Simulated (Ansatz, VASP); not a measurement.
# Cross-check of SiO2 (SiO2 (P3_121)) between VASP and Ansatz, part 2 of 2

One calculation is typed for both programs; each brings its own data sets. How far apart do they land? The cell is taken from a series of runs on this material, whose earlier steps may have relaxed, scaled, displaced or heated it; both programs get it as it stands.

VASP 6.6.1 and Ansatz 0.2.0.

So far: Starting point; VASP: relaxation of cell and atoms, r2SCAN.

## 3. Ansatz: relaxation of cell and atoms, r2SCAN

Level of this step: Ansatz beside VASP: Kohn-Sham DFT, plane waves, r2SCAN (Ansatz).

Ansatz runs on its PAW soft_1 files.

The same cell, functional and mesh now go to Ansatz.

The input, input.yaml:

```yaml
crystal:
  lattice:
    - [4.9149662, 0.0, 0.0]
    - [-2.4574831, 4.2564856, 0.0]
    - [0.0, 0.0, 5.4313011]
  atoms:
    - { symbol: Si, position: [0.53108859, 0.53108859, 0.0] }
    - { symbol: Si, position: [0.0, 0.46891141, 0.66666667] }
    - { symbol: Si, position: [0.46891141, 0.0, 0.33333333] }
    - { symbol: O, position: [0.26922311, 0.41339429, 0.78489098] }
    - { symbol: O, position: [0.58660571, 0.85582882, 0.11822431] }
    - { symbol: O, position: [0.14417118, 0.73077689, 0.45155765] }
    - { symbol: O, position: [0.41339429, 0.26922311, 0.21510902] }
    - { symbol: O, position: [0.73077689, 0.14417118, 0.54844235] }
    - { symbol: O, position: [0.85582882, 0.58660571, 0.88177569] }
basis:
  ecutwfc: 500
  xc_grid: 2
hamiltonian:
  xc: r2scan
  pseudopotentials: { kind: paw, azcp: { folder: soft_1 } }
kpoints:
  mp_grid: { grid: [7, 7, 5] }
scf:
  occupations: { method: fixed }
  max_iter: 100
relax:
  f_tol: 0.005
  max_steps: 60
  cell: {}
output:
  forces: true
  stress: true
checkpoint:
  write: "../cell.run"
  compress: false
  write_wavefunctions: false
  write_every: 100000
```

Launch:

```bash
$ ansatz run input.yaml --threads 8 --pin off --max-ram 22609MiB --backend cpu --events-out ev --progress --plain --runs-dir out
```

Numbers of over 12 decimals in the logs are rounded to 6 here.

Log:

```text
Engine: ansatz 0.2.0, aarch64-unknown-linux-gnu
Pseudopotentials: kind: paw
Pseudopotential: Si, paw, valence charge 4, recommended cutoff 500 eV (meta_gga), soft_1/Si.paw.azcp
Pseudopotential: O, paw, valence charge 6, recommended cutoff 500 eV (meta_gga), soft_1/O.paw.azcp
Functional definition: r2SCAN
  parameter k0 = 0.174
  parameter k1 = 0.065
  parameter a1 = 4.9479
  exchange = r2scan_x(k0 = k0, k1 = k1, a1 = a1)
  correlation = r2scan_c
Crystal: 9 atoms, lattice volume = 113.625 Å³
Basis set: ecut = 500 eV, 2869 PW (Γ), exchange–correlation on 72×72×80 points (8 copies of the dense FFT grid, shifted against one another)
Bands: 33, of which v1, the nominal top of the filled ones, is band 24 counted from 1 (23 counted from 0)
Symmetry: 6 space group operations
Space group: P3121 (ITA 152), of the structure as read, at distance tolerance 4.8e-5 Å
k-points: 32 of 245 (time reversal used)
Non-local potential: Si, projectors of the file, l = 0: 2, l = 1: 2, l = 2: 1
Non-local potential: O, projectors of the file, l = 0: 2, l = 1: 2, l = 2: 1
PAW form: soft (Blöchl's): semilocal exchange-correlation on the pseudo side does not see the compensation charge
PAW frozen core: Si, regenerated for the run's functional (the file was generated under x = pbe(κ = 0.804, μ = 0.219515), c = pbe(β = 0.066725))
PAW frozen core: O, regenerated for the run's functional (the file was generated under x = pbe(κ = 0.804, μ = 0.219515), c = pbe(β = 0.066725))
PAW one-centre angular grid: Si, 302 points (default); XC on 160 Gauss nodes
PAW one-centre angular grid: O, 302 points (default); XC on 160 Gauss nodes
Initial density: superposition of atomic densities (chi_scale 0.1, normalization cell, long waves kept (reshape's long-wave potential 0.01 eV rms))
Initial wavefunctions: pseudopotential atomic-orbital guess
Functional: x = r2scan, c = r2scan; τ floored in thin density (d = 2e-4 eV/Å³)
SCF iter   1: F=—  HF=-5343.927866 eV  |F-HF|=—  |Δ(HF+E_count)|=         —  Δρ=1.31e-1  dr2=1.77e1  dr2_τ=2.05e0  ethr=3.10e-3  ⟨swp⟩=4.9  Hψ=4572  notcnv=0  defer=183
preconditioner: auto → Resta (q_TF=auto, 2.363 Å⁻¹)  ε∞=2.6  [insulator: Δε(μ)=7.823 eV  Ē_g=19.279 eV  n_scr=22 (ndim 8)  ℏωp=24.1 eV  f_vac=0.003  ε∞_Penn≈2.6]
SCF iter   2: F=—  HF=-5339.845741 eV  |F-HF|=—  |Δ(HF+E_count)|=    4.08e0  Δρ=4.41e-2  dr2=1.05e0  dr2_τ=3.68e-1  ethr=3.10e-3  ⟨swp⟩=3.3  Hψ=2572  notcnv=0  defer=185
SCF iter   3: F=—  HF=-5340.237868 eV  |F-HF|=—  |Δ(HF+E_count)|=   3.92e-1  Δρ=2.18e-2  dr2=2.93e-1  dr2_τ=2.14e-2  ethr=2.19e-3  ⟨swp⟩=2.1  Hψ=1065  notcnv=0  defer=176
automatic band count: iteration 3 solves 32 bands in place of 33: the levels show a gap, and the empty bands left out lie too high to hold charge; the band table lists the bands solved (type scf.n_extra_bands for more)
SCF iter   4: F=—  HF=-5340.298458 eV  |F-HF|=—  |Δ(HF+E_count)|=   6.06e-2  Δρ=1.76e-3  dr2=2.01e-3  dr2_τ=2.93e-4  ethr=6.11e-4  ⟨swp⟩=4.0  Hψ=1862  notcnv=0  defer=191
SCF iter   5: F=—  HF=-5340.299863 eV  |F-HF|=—  |Δ(HF+E_count)|=   1.41e-3  Δρ=2.46e-4  dr2=8.28e-5  dr2_τ=9.84e-6  ethr=4.20e-6  ⟨swp⟩=2.7  Hψ=1650  notcnv=0  defer=191
SCF iter   6: F=—  HF=-5340.299922 eV  |F-HF|=—  |Δ(HF+E_count)|=   5.89e-5  Δρ=7.40e-5  dr2=4.79e-6  dr2_τ=5.84e-7  ethr=1.72e-7  ⟨swp⟩=2.3  Hψ=1728  notcnv=0  defer=191
SCF iter   7: F=-5340.299924 eV  HF=-5340.299924 eV  |F-HF|=4.17e-8  |Δ(HF+E_count)|=   2.44e-6  Δρ=7.72e-6  dr2=7.77e-8  dr2_τ=5.90e-9  ethr=2.08e-10  ⟨swp⟩=4.3  Hψ=4935  notcnv=0
SCF 1 converged in 7 iterations: F = -5340.299924 eV  dr2 = 7.77e-8
  greatest PAW one-centre occupation: 0.868 electrons in one spin orbital (limit 2), on the O atom at site 6 (counted from 0), in its partial waves of l = 0
relax step   1: F+E_penalty+E_count = -5340.29992437 eV  Δ(F+E_penalty+E_count) = +0.000e0 eV  max|allowed force component| = 1.631e-2 eV/Å  Δτ_max = 0.0000 Å  P = +0.058 GPa  Ω = 113.625 Å³  (7 SCF iters, dr2 threshold 1.00e-7 eV, accepted)
[...]
relax step   2: F+E_penalty+E_count = -5340.30012170 eV  Δ(F+E_penalty+E_count) = -1.973e-4 eV  max|allowed force component| = 1.263e-2 eV/Å  Δτ_max = 0.0006 Å  P = +0.037 GPa  Ω = 113.630 Å³  energy of the carried Pulay correction = -2.998e-6 eV  (4 SCF iters, dr2 threshold 6.68e-8 eV, accepted)
[...]
relax step   3: F+E_penalty+E_count = -5340.30034137 eV  Δ(F+E_penalty+E_count) = -2.197e-4 eV  max|allowed force component| = 2.554e-3 eV/Å  Δτ_max = 0.0014 Å  P = +0.007 GPa  Ω = 113.600 Å³  energy of the carried Pulay correction = +1.801e-5 eV  (5 SCF iters, dr2 threshold 3.09e-8 eV, accepted)
[...]
relax step   4: F+E_penalty+E_count = -5340.30031409 eV  Δ(F+E_penalty+E_count) = +2.728e-5 eV  max|allowed force component| = 2.567e-3 eV/Å  Δτ_max = 0.0000 Å  P = +0.007 GPa  Ω = 113.600 Å³  stress off target by 1.43e-2 GPa  SCF on the basis re-selected at this cell (its energy is not comparable with the rows above)  (4 SCF iters)
basis re-selected at this cell: Δ(F+E_penalty+E_count) = +2.728e-5 eV, ΔP = +0.000 GPa vs the last step (what re-selecting the basis moved, of the pressure what is left beyond the Pulay correction that the steps carried, after the strain that the cell walked since its last selection, with what the two solves' SCF thresholds leave and, on support functions, any second-order correction that the steps lacked; it is no m [...]
SCF converged after 4 iterations
Free energy (F): -5340.300314 eV
Harris-Foulkes:  -5340.300314 eV  (|F-HF|=6.37e-11)
Internal energy: -5340.300314 eV  (E = F + TS)
E sigma→0 (E₀):  -5340.300314 eV
Fermi energy:    2.002561 eV
--- Per-component energies (eV) ---
  E_band       = -243.266415
  E_kinetic    = 1175.341732
  E_local      = -2933.055276  (includes V_loc(G=0)·N_el)
  E_nonlocal   = 373.925185
  E_hartree    = 1076.899483
  E_xc         = -590.261771
  E_vxc        = -777.985933  (∫ρ·V_xc dr)
  E_paw        = -2550.673360  (= ΣΔE_a)
  E_vpaw       = -283.961503  (= ΣTr[D̂ρ^β])
  E_aug_tail   = 0.001724  (compensation charges beyond the density's cutoff)
  E_vtau       = 48.668742  (kinetic-family band-sum trace: ∫τ·v_τ [+ j·A + Jᵃ·Aᵃ] dr)
  E_ewald      = -1892.057084
  E_core_change = -0.420946  (= ΣΔE_core)
  E_smearing   = -0.000000  (= −TS)
  E_closure    = -0.000000  (closes the sum)
  Σ components = -5340.300314   (vs F -5340.300314, Δ=0.00e0)
--- Forces (eV/Å), atoms counted from 1 ---
  atom   1  Si     0.00015344     0.00026577    -0.00000000
  atom   2  Si     0.00015344    -0.00026577     0.00000000
  atom   3  Si    -0.00030689    -0.00000000     0.00000000
  atom   4  O     -0.00033301    -0.00256735    -0.00175789
  atom   5  O      0.00238989     0.00099528    -0.00175789
  atom   6  O     -0.00205689     0.00157207    -0.00175789
  atom   7  O     -0.00205689    -0.00157207     0.00175789
  atom   8  O      0.00238989    -0.00099528     0.00175789
  atom   9  O     -0.00033301     0.00256735     0.00175789
  max |Σ_I F_I| component: 6.02e-17 eV/Å
--- Stress (GPa, compression-positive) ---
        0.003444       0.000000      -0.000000
        0.000000       0.003444       0.000000
       -0.000000       0.000000       0.014338
  P = ⅓ Tr σ = 0.0071 GPa (0.071 kbar)
--- Relaxed structure (3 steps of the walk, 3 accepted, 1 SCFs on fresh bases) ---
  F+E_penalty+E_count = -5340.30031409 eV   max|allowed force component| = 2.567e-3 eV/Å   (the final SCF, on the basis selected at the relaxed cell)
  cell:  # Å, volume = 113.5996 Å³
    - [4.921102, 0, -5.3488269983078565e-19]
    - [-2.460551, 4.261799, 2.6744134991539282e-19]
    - [-5.910740529298038e-19, 0, 5.416535]
  atoms:
    - { symbol: Si, position: [0.531029, 0.531029, 0] }
    - { symbol: Si, position: [-2.7675502216775916e-17, 0.468971, 0.666667] }
    - { symbol: Si, position: [0.468971, 0, 0.333333] }
    - { symbol: O, position: [0.269038, 0.413213, 0.784584] }
    - { symbol: O, position: [0.586787, 0.855825, 0.117918] }
    - { symbol: O, position: [0.144175, 0.730962, 0.451251] }
    - { symbol: O, position: [0.413213, 0.269038, 0.215416] }
    - { symbol: O, position: [0.730962, 0.144175, 0.548749] }
    - { symbol: O, position: [0.855825, 0.586787, 0.882082] }
```

Reading the cycles: dr2 is the Hartree energy of the density residual (eV), the measure of convergence; HF is the Harris–Foulkes estimate of the energy, which meets the free energy F at convergence.

## 4. Differences

Known differences besides the potentials themselves: VASP keeps PBE cores, Ansatz makes them for the functional; fixed occupations in Ansatz, narrow Gaussian smearing in VASP; the cutoff is 500 eV in Ansatz and 660 eV in VASP; Ansatz adds a Pulay correction to the stress that steers its cell, VASP none. Total energies have different zeros and are not compared.

Compared:

```csv
quantity,Ansatz,VASP,difference
volume (Å³),113.60,113.49,+0.10 %
"edge a after relaxation, in the typed setting (Å)",4.921,4.919,+0.05 %
"edge c after relaxation, in the typed setting (Å)",5.417,5.417,-0.01 %
```

## 5. Outcome

```
difference in volume (relaxation of cell and atoms, r2SCAN) : 0.096 %
```

What this shows: The difference in volume is 0.096 % (relaxation of cell and atoms, r2SCAN), within the 1.2 % picked in this series as the mark of a large difference, as far as the stopping tolerances let one tell. Such differences can come from data sets, numerical settings and the points named under the comparisons, not from the functional's error against experiment.

[Lines on the potential files, build, host, timing and source positions are cut from VASP's logs without a mark.]

[Logs are printed without paths, hosts, clocks, repeated set-up lines and the standing remarks that a program may print on its own settings, such as how far it seeks lower states.]

[Hosts, paths, dates, database ids (printed as entryN), source tags and the programs' standing remarks are cut or masked in the printed files.]
